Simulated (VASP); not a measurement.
An input for Quantum ESPRESSO's pw.x (written as the equivalent of a VASP run, and not itself run):

```
&CONTROL
  calculation = 'scf'
  pseudo_dir = './pseudo'
  outdir = './out'
  tprnfor = .true.
  tstress = .true.
/
&SYSTEM
  ibrav = 0
  nat = 2
  ntyp = 2
  ecutwfc = 80
  occupations = 'smearing'
  smearing = 'gaussian'
  degauss = 0.003675
  input_dft = 'pbe'
/
&ELECTRONS
  conv_thr = 7.3e-08
  electron_maxstep = 100
/
ATOMIC_SPECIES
  Ga 69.723 Ga.upf
  P 30.974 P.upf
CELL_PARAMETERS angstrom
     0.0000000    2.6852280    2.6778100
     2.7387520    0.0000000    2.6778100
     2.7387520    2.6852280    0.0000000
ATOMIC_POSITIONS crystal
  Ga   0.0000000  0.0000000  0.0000000
  P    0.2363960  0.2636040  0.2636040
K_POINTS automatic
  3 3 3 0 0 0
```

Task: Translate this input to VASP (INCAR, KPOINTS, POSCAR, choice of POTCAR).

Result: This is not unique; one that fits is 
### POSCAR
```
GaP
1
    0.0000000000     2.6852280000     2.6778100000
    2.7387520000     0.0000000000     2.6778100000
    2.7387520000     2.6852280000     0.0000000000
Ga P
1 1
Direct
  0.0000000000   0.0000000000   0.0000000000
  0.2363960000   0.2636040000   0.2636040000
```

File KPOINTS:
```
Automatic mesh
0
Monkhorst-Pack
3 3 3
0 0 0
```

### INCAR
```
SYSTEM = GaP
PREC = Accurate
ENCUT = 400
EDIFF = 1E-6
NELM = 100
ALGO = Normal
LREAL = .FALSE.
LASPH = .TRUE.
ISMEAR = 0
SIGMA = 0.05
GGA = PE
LMAXMIX = 4
LWAVE = .FALSE.
LCHARG = .FALSE.
ISIF = 2
```

POTCAR, in this order: Ga_d P (PBE.64 set). Program: vasp_std.

Limits of the translation: the potentials are each code's own (VASP's PAW set, PseudoDojo norm-conserving files in pw.x), so ENCUT and ecutwfc are chosen apart and not converted; conv_thr bounds pw.x's estimated SCF error, while EDIFF bounds the energy change between steps.

The compound is GaP in the zinc blende structure. The cell was not relaxed at this level, atoms are displaced from their ideal sites. The k-mesh is coarse (spacing up to 0.67 per Å, 2π included), so the numbers may not be converged in it. The run is one of a series of settings (KPOINTS 3×3×3 Monkhorst-Pack mesh against the base run), some of them coarse on purpose.
